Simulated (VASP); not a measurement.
OSZICAR of a VASP run on HgTe (relaxed from the WC structure, space group P-6m2):

OSZICAR:
```
       N       E                     dE             d eps       ncg     rms          rms(c)
DAV:   1     0.155157056564E+02    0.15516E+02   -0.73722E+03  1600   0.101E+03
DAV:   2    -0.763540404180E+02   -0.91870E+02   -0.87407E+02  1780   0.249E+02
DAV:   3    -0.796274968150E+02   -0.32735E+01   -0.32292E+01  1835   0.487E+01
DAV:   4    -0.796497028979E+02   -0.22206E-01   -0.22203E-01  2070   0.393E+00
DAV:   5    -0.796498816455E+02   -0.17875E-03   -0.17875E-03  1830   0.266E-01    0.624E+00
DAV:   6    -0.744778344042E+02    0.51720E+01   -0.30396E+00  1660   0.243E+01    0.800E+00
DAV:   7    -0.745522662721E+02   -0.74432E-01   -0.19118E-01  1590   0.522E+00    0.489E+00
DAV:   8    -0.744264830187E+02    0.12578E+00   -0.88307E-02  1740   0.308E+00    0.208E+00
DAV:   9    -0.745583518771E+02   -0.13187E+00   -0.14947E-01  1630   0.368E+00    0.315E-01
DAV:  10    -0.745699802211E+02   -0.11628E-01   -0.87702E-03  1605   0.822E-01    0.285E-01
DAV:  11    -0.745701554575E+02   -0.17524E-03   -0.20573E-03  1735   0.496E-01    0.119E-01
DAV:  12    -0.745693936189E+02    0.76184E-03   -0.46870E-04  1660   0.254E-01    0.482E-02
DAV:  13    -0.745701441008E+02   -0.75048E-03   -0.20342E-03  1640   0.457E-01    0.292E-02
DAV:  14    -0.745703963513E+02   -0.25225E-03   -0.89279E-05  1645   0.858E-02    0.189E-02
DAV:  15    -0.745704186755E+02   -0.22324E-04   -0.14523E-05  1770   0.371E-02    0.122E-02
DAV:  16    -0.745704826623E+02   -0.63987E-04   -0.32939E-05  1590   0.715E-02    0.939E-03
DAV:  17    -0.745704810178E+02    0.16444E-05   -0.37175E-06  1820   0.209E-02    0.962E-03
DAV:  18    -0.745704817524E+02   -0.73460E-06   -0.20958E-07   805   0.536E-03
   1 F= -.74570482E+02 E0= -.74570441E+02  d E =-.745705E+02
       N       E                     dE             d eps       ncg     rms          rms(c)
DAV:   1    -0.745754004563E+02   -0.49194E-02   -0.18131E-01  1750   0.432E+00    0.500E-01
DAV:   2    -0.745714800456E+02    0.39204E-02   -0.88395E-03  1610   0.136E+00    0.199E-01
DAV:   3    -0.745713932385E+02    0.86807E-04   -0.10302E-03  1645   0.349E-01    0.166E-01
DAV:   4    -0.745708570812E+02    0.53616E-03   -0.61119E-04  1610   0.263E-01    0.166E-02
DAV:   5    -0.745712506979E+02   -0.39362E-03   -0.36974E-04  1595   0.206E-01    0.171E-02
DAV:   6    -0.745712679186E+02   -0.17221E-04   -0.28226E-05  1595   0.519E-02    0.102E-02
DAV:   7    -0.745712656731E+02    0.22455E-05   -0.11785E-05  1685   0.390E-02    0.370E-03
DAV:   8    -0.745712723422E+02   -0.66691E-05   -0.55457E-06  1600   0.261E-02    0.128E-03
DAV:   9    -0.745712730708E+02   -0.72860E-06   -0.55188E-07   865   0.867E-03
   2 F= -.74571273E+02 E0= -.74571083E+02  d E =-.791318E-03
       N       E                     dE             d eps       ncg     rms          rms(c)
DAV:   1    -0.745717952210E+02   -0.52288E-03   -0.20883E-02  1750   0.146E+00    0.168E-01
DAV:   2    -0.745713446463E+02    0.45057E-03   -0.10171E-03  1615   0.460E-01    0.670E-02
DAV:   3    -0.745713347299E+02    0.99164E-05   -0.11865E-04  1635   0.118E-01    0.556E-02
DAV:   4    -0.745712721691E+02    0.62561E-04   -0.70705E-05  1600   0.886E-02    0.577E-03
DAV:   5    -0.745713174923E+02   -0.45323E-04   -0.41750E-05  1585   0.688E-02    0.578E-03
DAV:   6    -0.745713187945E+02   -0.13022E-05   -0.31871E-06  1600   0.171E-02    0.340E-03
DAV:   7    -0.745713189080E+02   -0.11352E-06   -0.13234E-06  1213   0.130E-02
   3 F= -.74571319E+02 E0= -.74571074E+02  d E =-.837156E-03
       N       E                     dE             d eps       ncg     rms          rms(c)
DAV:   1    -0.745750668617E+02   -0.37481E-02   -0.13541E-01  1735   0.369E+00    0.451E-01
DAV:   2    -0.745719097187E+02    0.31571E-02   -0.72789E-03  1625   0.123E+00    0.160E-01
DAV:   3    -0.745717922700E+02    0.11745E-03   -0.87028E-04  1640   0.306E-01    0.136E-01
DAV:   4    -0.745713650429E+02    0.42723E-03   -0.47710E-04  1620   0.231E-01    0.151E-02
DAV:   5    -0.745717002859E+02   -0.33524E-03   -0.24853E-04  1575   0.173E-01    0.149E-02
DAV:   6    -0.745717024887E+02   -0.22028E-05   -0.19895E-05  1650   0.453E-02    0.845E-03
DAV:   7    -0.745717069582E+02   -0.44694E-05   -0.12637E-05  1575   0.418E-02    0.325E-03
DAV:   8    -0.745717100652E+02   -0.31070E-05   -0.53672E-06  1590   0.268E-02    0.131E-03
DAV:   9    -0.745717115324E+02   -0.14673E-05   -0.58297E-07  1005   0.883E-03    0.960E-04
DAV:  10    -0.745717110879E+02    0.44455E-06   -0.71301E-08   795   0.274E-03
   4 F= -.74571711E+02 E0= -.74571367E+02  d E =-.392180E-03
       N       E                     dE             d eps       ncg     rms          rms(c)
DAV:   1    -0.745743717030E+02   -0.26602E-02   -0.10623E-01  1735   0.328E+00    0.400E-01
DAV:   2    -0.745718892694E+02    0.24824E-02   -0.57186E-03  1630   0.109E+00    0.143E-01
DAV:   3    -0.745717970042E+02    0.92265E-04   -0.68063E-04  1645   0.271E-01    0.121E-01
DAV:   4    -0.745714635523E+02    0.33345E-03   -0.37388E-04  1610   0.204E-01    0.134E-02
DAV:   5    -0.745717243046E+02   -0.26075E-03   -0.19393E-04  1565   0.153E-01    0.132E-02
DAV:   6    -0.745717261164E+02   -0.18118E-05   -0.15415E-05  1660   0.399E-02    0.751E-03
DAV:   7    -0.745717296503E+02   -0.35340E-05   -0.97043E-06  1560   0.367E-02    0.284E-03
DAV:   8    -0.745717319261E+02   -0.22758E-05   -0.41972E-06  1580   0.237E-02    0.117E-03
DAV:   9    -0.745717331049E+02   -0.11788E-05   -0.44630E-07   845   0.775E-03    0.859E-04
DAV:  10    -0.745717327361E+02    0.36882E-06   -0.55874E-08   780   0.232E-03
   5 F= -.74571733E+02 E0= -.74571360E+02  d E =-.413828E-03
       N       E                     dE             d eps       ncg     rms          rms(c)
DAV:   1    -0.745723312450E+02   -0.59814E-03   -0.22636E-02  1740   0.152E+00    0.188E-01
DAV:   2    -0.745718008474E+02    0.53040E-03   -0.12170E-03  1635   0.503E-01    0.667E-02
DAV:   3    -0.745717800394E+02    0.20808E-04   -0.14371E-04  1635   0.125E-01    0.570E-02
DAV:   4    -0.745717145114E+02    0.65528E-04   -0.78584E-05  1605   0.932E-02    0.608E-03
DAV:   5    -0.745717638095E+02   -0.49298E-04   -0.40140E-05  1580   0.695E-02    0.606E-03
DAV:   6    -0.745717655313E+02   -0.17219E-05   -0.31424E-06  1650   0.180E-02    0.352E-03
DAV:   7    -0.745717641600E+02    0.13713E-05   -0.21417E-06  1560   0.172E-02    0.131E-03
DAV:   8    -0.745717660946E+02   -0.19346E-05   -0.92692E-07  1065   0.112E-02    0.439E-04
DAV:   9    -0.745717658661E+02    0.22849E-06   -0.10842E-07   780   0.333E-03
   6 F= -.74571766E+02 E0= -.74571401E+02  d E =-.446958E-03
```

Question: Which electronic solver shows in the log?

Answer: It is blocked Davidson (ALGO = Normal, or the opening steps of other solvers). The INCAR had ALGO = Normal.

Question: Can the final energy be trusted as converged?

Answer: Self-consistency was reached. It stopped with EDIFF = 1E-6, NELM = 100, NSW = 60 and EDIFFG = -0.01 after 6 ionic steps (r2SCAN meta-GGA, plane waves, VASP's PBE PAW potentials (set 64)).

The structure was generated: HgTe was put into the WC type (P-6m2), which need not be its known phase. This run relaxes it. Symmetry was kept, so distortions that lower it aren't found. The start is the result of an earlier pass.
